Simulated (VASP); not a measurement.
All values below come from PBE GGA, VASP's PBE PAW potentials (set 64) (plane waves; VASP).

A VASP calculation is set up with these files.

### INCAR
```
ALGO = Normal
EDIFF = 1E-7
ENCUT = 520
GGA = PE
ISIF = 2
ISMEAR = 1
LASPH = T
LCHARG = F
LMAXMIX = 4
LREAL = F
LWAVE = F
NELM = 100
PREC = Accurate
SIGMA = 0.1
SYSTEM = Pb
```

**POSCAR**
```
Pb
1
    0.0000000000     2.5136416318     2.5136416318
    2.5136416318     0.0000000000     2.5136416318
    2.5136416318     2.5136416318     0.0000000000
Pb
1
Direct
  0.0000000000   0.0000000000   0.0000000000
```

KPOINTS:
```
Automatic mesh
0
Gamma
13 13 13
0 0 0
```

POTCAR, in this order: Pb_d (PBE.64 set). Program: vasp_std.

The run wrote:

OSZICAR:
```
       N       E                     dE             d eps       ncg     rms          rms(c)
DAV:   1     0.102469388001E+03    0.10247E+03   -0.73936E+03  1865   0.147E+03
DAV:   2     0.119575733130E+01   -0.10127E+03   -0.99138E+02  1890   0.325E+02
DAV:   3    -0.345572942092E+01   -0.46515E+01   -0.46292E+01  2209   0.809E+01
DAV:   4    -0.356609652989E+01   -0.11037E+00   -0.11034E+00  2203   0.139E+01
DAV:   5    -0.357108455105E+01   -0.49880E-02   -0.49879E-02  2380   0.261E+00    0.487E-01
DAV:   6    -0.356295928616E+01    0.81253E-02   -0.14239E-02  2282   0.223E+00    0.249E-01
DAV:   7    -0.356119715867E+01    0.17621E-02   -0.62643E-03  2214   0.140E+00    0.897E-02
DAV:   8    -0.356119211164E+01    0.50470E-05   -0.39727E-04  2135   0.379E-01    0.103E-02
DAV:   9    -0.356118967432E+01    0.24373E-05   -0.10512E-05  2528   0.596E-02    0.500E-03
DAV:  10    -0.356118896179E+01    0.71254E-06   -0.10773E-06  1977   0.102E-02    0.369E-04
DAV:  11    -0.356118900127E+01   -0.39481E-07   -0.32467E-08  1236   0.305E-03
   1 F= -.35611890E+01 E0= -.35609230E+01  d E =-.797966E-03
```

### OUTCAR
```
------------------------ aborting loop because EDIFF is reached ----------------------------------------
  FORCE on cell =-STRESS in cart. coord.  units (eV):
  Direction    XX          YY          ZZ          XY          YZ          ZX
  --------------------------------------------------------------------------------------
  Total        0.0437525      0.0437525      0.0437525     -0.0000000     -0.0000000     -0.0000000
  in kB        2.2068508      2.2068508      2.2068508     -0.0000000     -0.0000000     -0.0000000
  external PRESSURE =       2.2068508 kB  Pullay stress =       0.0000000 kB
  volume of cell :       31.76
      direct lattice vectors                 reciprocal lattice vectors
     0.000000000  2.513641632  2.513641632    -0.198914592  0.198914592  0.198914592
     2.513641632  0.000000000  2.513641632     0.198914592 -0.198914592  0.198914592
     2.513641632  2.513641632  0.000000000     0.198914592  0.198914592 -0.198914592
 POSITION                                       TOTAL-FORCE (eV/Angst)
 -----------------------------------------------------------------------------------
      0.00000      0.00000      0.00000         0.000000      0.000000      0.000000
 -----------------------------------------------------------------------------------
    total drift:                               -0.000000     -0.000000     -0.000000
  FREE ENERGIE OF THE ION-ELECTRON SYSTEM (eV)
  ---------------------------------------------------
  free  energy   TOTEN  =        -3.5611890013 eV

  energy  without entropy=       -3.5603910350  energy(sigma->0) =       -3.56092301
```
(Selected blocks of OUTCAR.)

The compound is Pb in the fcc structure. It was relaxed first.
